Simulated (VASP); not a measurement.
The input files of a VASP run:

POSCAR:
```
BeCl2
1.0
 -2.8240434554   5.2421835516   2.5952094808
  2.8240434554  -5.2421835516   2.5952094808
  2.8240434554   5.2421835516  -2.5952094808
Be Cl
2 4
Cart
  0.0000000000   0.0000000000   1.2976047404
  0.0000000000   0.0000000000   3.8928142212
  1.7238323413   6.3365350547  -0.0000000000
  1.1002111141  -1.0943515031   2.5952094808
  1.7238323413   4.1478320485   2.5952094808
  1.1002111141   1.0943515031  -0.0000000000
```

### KPOINTS
```
K-points
0
gamma
5 5 5
```

**INCAR**
```
ALGO = Normal
EDIFF = 1E-6
EDIFFG = -0.02
ENCUT = 400
GGA = PS
IBRION = 2
ISIF = 3
ISMEAR = 0
LASPH = .TRUE.
LCHARG = .FALSE.
LREAL = .FALSE.
LWAVE = .FALSE.
NELM = 100
NSW = 60
PREC = Accurate
SIGMA = 0.05
SYSTEM = BeCl2
```

POTCAR, in this order: Be Cl (PBE.64 set). Program: vasp_std.

Write an equivalent input for Ansatz.

One equivalent input (not run):
Ansatz 0.2 input:
```yaml
crystal:
  lattice:
    - [-2.8240435, 5.2421836, 2.5952095]
    - [2.8240435, -5.2421836, 2.5952095]
    - [2.8240435, 5.2421836, -2.5952095]
  atoms:
    - { symbol: Be, position: [0.2500000, 0.2500000, 0.0000000] }
    - { symbol: Be, position: [0.7500000, 0.7500000, 0.0000000] }
    - { symbol: Cl, position: [0.6043794, 0.3052064, 0.9095858] }
    - { symbol: Cl, position: [0.3956206, 0.6947936, 0.0904142] }
    - { symbol: Cl, position: [0.8956206, 0.8052064, 0.7008271] }
    - { symbol: Cl, position: [0.1043794, 0.1947936, 0.2991729] }
kpoints:
  mp_grid: { grid: [5, 5, 5] }
hamiltonian:
  xc: pbesol
  pseudopotentials: { kind: paw }
scf:
  occupations: { method: gaussian, width: 0.05 }
  max_iter: 100
relax:
  max_steps: 60
  f_tol: 0.02
  cell: {}
output: { forces: true, stress: true, eigenvalues: true }
```
What does not carry over: each code has its own PAW files, so the cut-off isn't converted (ENCUT is set for VASP's; basis.ecutwfc is left out, and Ansatz then takes the one that its files recommend); Ansatz stops its SCF on the density residual and VASP on the energy change (EDIFF).

The structure comes from a computed database's BeCl2 entry (Ibam), a phase known from measurement. It was relaxed first, which changed the volume by +10 %. The start is the result of an earlier pass.
